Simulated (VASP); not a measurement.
A convergence study with VASP on InP (zinc blende): one setting is varied, all else stays as given below, so the limit is that of these other settings.

```
InP
1.0
    0.00000     2.93500     2.93500
    2.93500     0.00000     2.93500
    2.93500     2.93500     0.00000
In P
1 1
Direct
  0.00000   0.00000   0.00000
  0.25000   0.25000   0.25000
```

Method: PBE GGA, VASP's PBE PAW potentials (set 64) (plane waves; VASP). The tightest run used: 550 eV cut-off, 13×13×13 Monkhorst-Pack mesh, Gaussian smearing of 0.050 eV, potentials In_d P.

| setting | E (eV/atom) | pressure (GPa) | irreducible k-points |
|---|---|---|---|
| 1×1×1 mesh | 3.3118 | 38.76 | 1 |
| 2×2×2 mesh | -4.1441 | 3.19 | 2 |
| 3×3×3 mesh | -3.9946 | 3.80 | 4 |
| 4×4×4 mesh | -4.1930 | 2.96 | 10 |
| 5×5×5 mesh | -4.1759 | 2.98 | 10 |
| 6×6×6 mesh | -4.1937 | 2.96 | 28 |

These are the cheaper rows. Estimate the results at 13×13×13 mesh, and how far the last row shown lies from them.

| quantity | tightest run | last row shown is off by |
|---|---|---|
| E (eV/atom) | -4.1937 | 0.0000 |
| pressure (GPa) | 2.96 | 0.00 |

Left out are rungs that failed or repeat a setting and relaxations that didn't move; long series are thinned to 24 rows.

The compound is InP in the zinc blende structure. The cell was not relaxed at this level.
